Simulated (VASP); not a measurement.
Here is the system:

```
CELL_PARAMETERS angstrom
      2.19954    -3.78120     0.00000
      2.19954     3.78120     0.00000
      0.00000     0.00000     5.96971
ATOMIC_POSITIONS crystal
  Te 0.00000 0.26300 0.66667
  Te 0.73700 0.73700 0.00000
  Te 0.27672 0.01372 0.33333
```

These are PBE GGA, VASP's PBE PAW potentials (set 64) (plane waves; VASP) values and carry that method's errors. Run with 575 eV cut-off, 5×5×4 Γ-centred mesh, Gaussian smearing of 0.050 eV, potentials Te.

Problem. Predict the energy per atom (σ→0), pressure, largest force.

Solution. 
| Item | Result |
|---|---|
| energy per atom (σ→0) | -3.122 eV/atom |
| pressure | 2.90 GPa |
| largest force | 0.476 eV/Å |

The compound is Te in the trig structure. The cell was not relaxed at this level, atoms are displaced from their ideal sites. The run is one of a series of settings (ENCUT = 575 against the base run), some of them coarse on purpose.
